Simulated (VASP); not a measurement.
Set up this calculation in VASP 6.6.1, as the native input.

```
Task                   : relaxation of cell and atoms
Functional             : BLYP
Dispersion             : D4
Potentials or basis    : VASP PAW PBE potentials, release 64 (Ag, F)
Cutoff                 : 600 eV
k mesh                 : 5 × 5 × 5
Occupations            : fermi-dirac, width 0.05 eV
Spin                   : no spin polarisation
Further INCAR settings : ALGO = Normal; EDIFF = 1e-07; IBRION = 2; EDIFFG = -0.02; NSW = 60; ISIF = 3
```

The structure of Ag3F lies in POSCAR:

```
Ag3F
1.0
    0.0000000000      3.2160900000      3.2160900000
    3.2160900000      0.0000000000      3.2160900000
    3.2160900000      3.2160900000      0.0000000000
Ag F
3 1
Direct
    0.2500000000      0.2500000000      0.2500000000
    0.7500000000      0.7500000000      0.7500000000
    0.5000000000      0.5000000000      0.5000000000
    0.0000000000      0.0000000000      0.0000000000
```

The cell was built by a generator and needn't be a form met in nature.

The input as run:

INCAR

```
SYSTEM = Ag3F
PREC = Accurate
ENCUT = 600
EDIFF = 1E-7
ISMEAR = -1
SIGMA = 0.05
LREAL = .FALSE.
LASPH = .TRUE.
NELM = 100
ALGO = Normal
ISIF = 3
LWAVE = .FALSE.
LCHARG = .FALSE.
GGA = B5
ALDAX = 1.0
AGGAX = 1.0
AGGAC = 1.0
ALDAC = 0.0
IVDW = 13
VDW_S6 = 1.0
VDW_S8 = 2.34076671
VDW_A1 = 0.44488865
VDW_A2 = 4.0933009
IBRION = 2
NSW = 60
EDIFFG = -0.02
```

KPOINTS

```
Automatic mesh
0
G
  5 5 5
  0 0 0
```

Potentials or basis: VASP PAW PBE potentials, release 64 (Ag, F).

The run is started by

```bash
$ cat potpaw_PBE.64/Ag/POTCAR potpaw_PBE.64/F/POTCAR > POTCAR
$ mpirun -np 1 vasp_std > vasp.out
```

It gave:

```yaml
Relaxed_volume: 16.23 Å³/atom
Relaxed_cell: a = 4.511 Å, b = 4.511 Å, c = 4.511 Å, α = 60.00°, β = 60.00°, γ = 60.00°
Space_group_after_relaxing_to_0.05_Å: Fm-3m (No. 225)
Energy_gained_by_relaxing: 2.6 meV/atom
Ionic_steps: 3
Pressure_after_relaxing: 0.0 GPa
Band_gap_on_the_k_mesh: none (metal or under the smearing width)
Dispersion_energy_per_atom: -0.787 eV
```

Caveat: the PAW data sets were made with another functional, which shifts forces and pressure a little; pairwise dispersion overbinds metals, which lowers pressure and volume.

Wall time 100 s on 1 thread of AMD EPYC 9R45 96-Core Processor (Zen 5), with other jobs on the host, peak memory 0.19 GiB.
